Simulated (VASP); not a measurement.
# Shielding tensors and field gradients of Al2O3, part 8 of 8

What are the shielding tensors of Al2O3? The cell has space group Pnnm, a computed entry that need not be the common form of this compound. The start is a computed cell from the Materials Project.

VASP 6.6.1, plane waves and PAW; the level of theory is named at each step.

So far. Step 3 (Ground state): The cell has a gap of 3.33 eV on this mesh and a pressure of -4.0 GPa, which holds the misfit of the given cell and coordinates with this functional, and any error of cutoff, mesh and data sets. Step 5 (Cell stretched): Against the first shielding run the largest change is +3.7 ppm, on Al1.

## Step 6: One more run (continued)

Level of this step: chemical shifts by linear response (GIPAW), LDA; plane waves and PAW (Al, O) (VASP).

Parts of OUTCAR (step 6):

```text
   ENCUT  =  150.0 eV  11.02 Ry    3.32 a.u.   4.61  9.55  3.12*2*pi/ulx,y,z

   NELECT =      48.0000    total number of electrons

  Total     -207.6590542   -204.0053657   -209.8334891      0.0000000      0.0000000      0.0000000
  in kB    -2416.9220498  -2374.3971503  -2442.2300703      0.0000000      0.0000000      0.0000000
  external PRESSURE =   -2411.1830901 kB  Pullay stress =       0.0000000 kB

 POSITION                                       TOTAL-FORCE (eV/Angst)
 -----------------------------------------------------------------------------------
      0.21804      7.90538      0.00000         0.087917      0.370690     -0.000000
      4.39574      1.65790      0.00000        -0.087917     -0.370690      0.000000
      2.52493      6.43954      1.55993         0.087917     -0.370690     -0.000000
      2.08885      3.12374      1.55993        -0.087917      0.370690      0.000000
      2.30689      4.78164      1.55993         0.000000      0.000000      0.000000
      0.97069      7.34745      1.55993        -0.052989     -0.064497     -0.000000
      1.33620      2.56581      0.00000         0.052989     -0.064497      0.000000
      3.27758      6.99747      0.00000        -0.052989      0.064497     -0.000000
      0.00000      0.00000      0.00000         0.000000      0.000000      0.000000
      3.64309      2.21583      1.55993         0.052989      0.064497      0.000000
 -----------------------------------------------------------------------------------
    total drift:                                0.000000     -0.000000     -0.000000

 Electric field gradients after diagonalization (V/A^2)
 (convention: |V_zz| > |V_xx| > |V_yy|)
----------------------------------------------------------------------
 ion       V_xx      V_yy      V_zz     asymmetry (V_yy - V_xx)/ V_zz
----------------------------------------------------------------------
   1      23.976    10.020   -33.996       0.411
   2      23.976    10.020   -33.996       0.411
   3      23.976    10.020   -33.996       0.411
   4      23.976    10.020   -33.996       0.411
   5     -10.575    -4.724    15.299       0.382
   6      21.455     8.128   -29.582       0.451
   7      21.455     8.128   -29.582       0.451
   8      21.455     8.128   -29.582       0.451
   9     -10.575    -4.724    15.299       0.382
  10      21.455     8.128   -29.582       0.451
----------------------------------------------------------------------

  ORBITAL MAGNETIC SUSCEPTIBILITY, excluding core contribution
 -------------------------------------------------------------
  Approximate magnetic susceptibility, pGv (10^-6 cm^3/mole)
     1        -80.079577          0.000000          0.000000
     2         -0.000000        -78.641931          0.000000
     3          0.000000          0.000000        -78.417887
 -------------------------------------------------------------
  Approximate magnetic susceptibility, vGv (10^-6 cm^3/mole)
     1        -77.862226          0.000000          0.000000
     2         -0.000000        -77.635360          0.000000
     3          0.000000          0.000000        -77.342804

  BDIR labels direction of applied magnetic field (i.e. B0)
  For BDIR==1, B0 along x-axis, etc.
  Induced field listed along cartesian directions for each BDIR
 ------------------------------------------------------------------------------------------
                 EXCLUDING G=0 CONTRIBUTION              INCLUDING G=0 CONTRIBUTION
 ------------------------------------------------------------------------------------------
  ion  BDIR            X           Y           Z                X           Y           Z
          (   iso_shield        span        skew ) (   iso_shield        span        skew )
 ------------------------------------------------------------------------------------------
    1     1     441.8924     -5.5191     -0.0000         451.2446     -5.5191     -0.0000
          2      -8.7730    510.1034     -0.0000          -8.7730    519.3104     -0.0000
          3      -0.0000      0.0000    451.4182          -0.0000      0.0000    460.6026
          (     467.8047     69.6923      0.7054 ) (     477.0526     69.5501      0.7096 )

    2     1     441.8924     -5.5191     -0.0000         451.2446     -5.5191     -0.0000
          2      -8.7730    510.1034     -0.0000          -8.7730    519.3104     -0.0000
          3      -0.0000      0.0000    451.4182          -0.0000      0.0000    460.6026
          (     467.8047     69.6923      0.7054 ) (     477.0526     69.5501      0.7096 )

    3     1     441.8924      5.5191     -0.0000         451.2446      5.5191     -0.0000
          2       8.7730    510.1034      0.0000           8.7730    519.3104      0.0000
          3      -0.0000      0.0000    451.4182          -0.0000      0.0000    460.6026
          (     467.8047     69.6923      0.7054 ) (     477.0526     69.5501      0.7096 )

    4     1     441.8924      5.5191     -0.0000         451.2446      5.5191     -0.0000
          2       8.7730    510.1034      0.0000           8.7730    519.3104      0.0000
          3      -0.0000      0.0000    451.4182          -0.0000      0.0000    460.6026
          (     467.8047     69.6923      0.7054 ) (     477.0526     69.5501      0.7096 )

    5     1     276.6430      2.9322      0.0000         285.9953      2.9322      0.0000
          2       3.9991    330.0840      0.0000           3.9991    339.2911      0.0000
          3       0.0000      0.0000    299.8683           0.0000      0.0000    309.0527
          (     302.1984     53.8887      0.1297 ) (     311.4463     53.7446      0.1336 )

    6     1     310.0925    -12.1118      0.0000         319.4448    -12.1118      0.0000
          2     -12.4587    283.2118      0.0000         -12.4587    292.4188      0.0000
          3       0.0000      0.0000    305.2883           0.0000      0.0000    314.4727
          (     299.5309     36.4182     -0.4743 ) (     308.7787     36.5255     -0.4677 )

    7     1     310.0925     12.1118     -0.0000         319.4448     12.1118     -0.0000
          2      12.4587    283.2118      0.0000          12.4587    292.4188      0.0000
          3       0.0000      0.0000    305.2883           0.0000      0.0000    314.4727
          (     299.5309     36.4182     -0.4743 ) (     308.7787     36.5255     -0.4677 )

    8     1     310.0925     12.1118     -0.0000         319.4448     12.1118     -0.0000
          2      12.4587    283.2118      0.0000          12.4587    292.4188      0.0000
          3       0.0000      0.0000    305.2883           0.0000      0.0000    314.4727
          (     299.5309     36.4182     -0.4743 ) (     308.7787     36.5255     -0.4677 )

    9     1     276.6430     -2.9322      0.0000         285.9953     -2.9322      0.0000
          2      -3.9991    330.0840      0.0000          -3.9991    339.2911      0.0000
          3       0.0000      0.0000    299.8683           0.0000      0.0000    309.0527
          (     302.1984     53.8887      0.1297 ) (     311.4463     53.7446      0.1336 )

   10     1     310.0925    -12.1118      0.0000         319.4448    -12.1118      0.0000
          2     -12.4587    283.2118      0.0000         -12.4587    292.4188      0.0000
          3       0.0000      0.0000    305.2883           0.0000      0.0000    314.4727
          (     299.5309     36.4182     -0.4743 ) (     308.7787     36.5255     -0.4677 )
 ------------------------------------------------------------------------------------------

[... 7 parts as in an earlier step ...]

[... 4 further parts left out ...]
```

Convergence was reached, but on settings outside the sound range, so the numbers are no properties of the crystal.

Against the sound run on this cell (sound settings) the energy at zero smearing moves by +114.0 meV an atom and the pressure by -236.58 GPa.

The fault in the input: cutoff far too low (ENCUT = 150). Raise ENCUT to at least the largest default of the data sets.

## Step 7: Summary of results

```yaml
al_isotropic_shielding: 477.9 ppm
o_isotropic_shielding: 205.9, 211.8 ppm
```

In words: At LDA, in the first shielding run, the isotropic shieldings are Al 477.9 ppm; O 205.9, 211.8 ppm. In the first shielding run the widest tensor is that of O5, with a span (largest less smallest principal value) of 83.6 ppm. The largest field gradient of that run is Vzz = -60.6 V/Å² at O6. Shifts were not obtained, since a shift is the shielding of a reference compound, computed alike, less these values; differences between sites of one element need no reference, and the more shielded site has the lower shift. The G = 0 term is the part set by the sample's shape, taken here for a sphere. No finer mesh was run, so convergence in it isn't shown. VASP's guide advises NLSPLINE for shieldings, which this input doesn't set; the effect wasn't tested. The cell has space group Pnnm, a computed entry that need not be the common form of this compound. The given cell is kept, although it stands at -4.5 GPa at LDA and ENCUT = 560 eV, which holds the mismatch of the given cell with this functional, any error of the entry itself and any basis-set error; the relaxation of the atoms, at r2SCAN and ENCUT = 520 eV, gave -2.8 GPa. Not tabulated here, as repeats of values shown or as unfit to read for their mesh, reference level or band range: gaps (relaxation). The run with cutoff far too low isn't used: the basis can't carry the orbitals.

[Lines on the potential files, build, host, timing and source positions are cut from VASP's logs without a mark.]

[Logs are printed without paths, hosts, clocks, repeated set-up lines and the standing remarks that a program may print on its own settings, such as how far it seeks lower states.]

[Hosts, paths, dates, database ids (printed as entryN), source tags and the programs' standing remarks are cut or masked in the printed files.]
